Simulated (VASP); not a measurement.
Input for VASP

File POSCAR:
```
Al3Sc
1
    4.0638445191    -0.0000000000     0.0000000000
    0.0000000000     4.0638445191     0.0000000000
    0.0000000000     0.0000000000     4.0638445191
Sc Al
1 3
Direct
  0.0000000000   0.0000000000   0.0000000000
  0.0000000000   0.5000000000   0.5000000000
  0.5000000000   0.0000000000   0.5000000000
  0.5000000000   0.5000000000   0.0000000000
```

### KPOINTS
```
Automatic mesh
0
Gamma
7 7 7
0 0 0
```

### INCAR
```
! general
SYSTEM   = Al3Sc
PREC     = Accurate
ENCUT    = 520   ! plane-wave cut-off (eV)
LREAL    = F
LASPH    = T   ! aspherical one-centre terms

! electronic loop
EDIFF    = 1E-6   ! SCF stop (eV)
NELM     = 100   ! most electronic steps
ALGO     = Normal
LMAXMIX  = 4   ! l cut-off of mixed one-centre charges

! smearing
ISMEAR   = 1   ! Methfessel-Paxton
SIGMA    = 0.1   ! width (eV)

! functional
GGA      = MK
LUSE_VDW = T
AGGAC    = 0.0
PARAM1   = 0.1234568
PARAM2   = 0.7114
ZAB_VDW  = -1.8867

! ions
IBRION   = 2   ! conjugate gradients
NSW      = 60
ISIF     = 3
EDIFFG   = -0.02   ! ionic stop

! output
LWAVE    = F
LCHARG   = F
```

POTCAR, in this order: Sc_sv Al (PBE.64 set). Program: vasp_std.

Task: Translate this rev-vdW-DF2 calculation to Quantum ESPRESSO's pw.x.

Result: One equivalent input (not run):
```
&CONTROL
  calculation = 'vc-relax'
  pseudo_dir = './pseudo'
  outdir = './out'
  tprnfor = .true.
  tstress = .true.
  nstep = 60
  forc_conv_thr = 0.00078
/
&SYSTEM
  ibrav = 0
  nat = 4
  ntyp = 2
  ecutwfc = 78
  occupations = 'smearing'
  smearing = 'methfessel-paxton'
  degauss = 0.00735
  input_dft = 'vdw-df2-b86r'
/
&ELECTRONS
  conv_thr = 7.3e-08
  electron_maxstep = 100
/
&IONS
/
&CELL
/
ATOMIC_SPECIES
  Sc 44.956 Sc.upf
  Al 26.982 Al.upf
CELL_PARAMETERS angstrom
     4.0638445   -0.0000000    0.0000000
     0.0000000    4.0638445    0.0000000
     0.0000000    0.0000000    4.0638445
ATOMIC_POSITIONS crystal
  Sc   0.0000000  0.0000000  0.0000000
  Al   0.0000000  0.5000000  0.5000000
  Al   0.5000000  0.0000000  0.5000000
  Al   0.5000000  0.5000000  0.0000000
K_POINTS automatic
  7 7 7 0 0 0
```
What does not carry over: the potentials are each code's own (VASP's PAW set, PseudoDojo norm-conserving files in pw.x), so ENCUT and ecutwfc are chosen apart and not converted; conv_thr bounds pw.x's estimated SCF error, while EDIFF bounds the energy change between steps; forc_conv_thr acts on force components and is met together with etot_conv_thr.

The compound is Al3Sc in the L1_2 structure. This run relaxes it. Symmetry was kept, so distortions that lower it aren't found. The start is the result of an earlier pass.
